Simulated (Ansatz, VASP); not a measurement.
# Two plane-wave programs on Au3SI

```
S I Au
1.0
     6.80000    0.00000    0.00000
     0.00000    6.80000    0.00000
     0.00000    0.00000    6.80000
S I Au
1 1 3
Direct
  0.00000 0.00000 0.00000
  0.50000 0.50000 0.50000
  0.50000 0.50000 0.00000
  0.50000 0.00000 0.50000
  0.00000 0.50000 0.50000
```

The cell comes from a database or a generator and needn't be the stable form of this composition.

Alike in both runs: task single point; functional PBEsol; k mesh 4 × 4 × 4; occupations gaussian, width 0.05 eV; no spin polarisation.

```csv
,VASP,Ansatz
version,VASP 6.6.1,Ansatz 0.2.0
potentials or method,"VASP PAW PBE potentials, release 64 (S, I, Au)","scalar-relativistic, plane waves, PAW"
plane-wave cutoff (eV),520,420
valence electrons in the cell,46,80
```

Ansatz gave:

```
gap on the k mesh at the Fermi level (eV) : none
pressure (GPa)                            : -3.8
```

Problem. What did VASP give for the same quantities?

Solution. gap on the k mesh at the Fermi level (eV): none; pressure (GPa): -3.9.

A gap of «none» marks a metal or a gap that the smearing closes. The functional is the same, so the differences come from potentials, cutoffs and numerics. The two sets of potentials don't hold the same shells in valence.

Caveats: the PAW data sets were made with another functional, which shifts forces and pressure a little (VASP). The runs have no spin-orbit coupling, so splittings on Au, I are missing.
